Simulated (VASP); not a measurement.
Here is the system:

```
CELL_PARAMETERS angstrom
      0.00000     2.72382     2.68297
      2.68297     0.00000     2.68297
      2.68297     2.72382     0.00000
ATOMIC_POSITIONS crystal
  Mg 0.00000 0.00000 0.00000
  Se 0.50000 0.50000 0.50000
```

All values below come from PBEsol GGA, VASP's PBE PAW potentials (set 64) (plane waves; VASP). Numerical set-up: 480 eV cut-off, 8×8×8 Γ-centred mesh, Gaussian smearing of 0.050 eV, potentials Mg Se.

### Question
Predict the energy per atom (σ→0), pressure.

### Answer

The energy per atom (σ→0) is -4.048 eV/atom and the pressure comes out as 2.16 GPa.

Total energies compare only between runs with the same potentials, cut-off and functional.

The compound is MgSe in the rock salt structure. This cell was strained or had an atom moved on purpose.
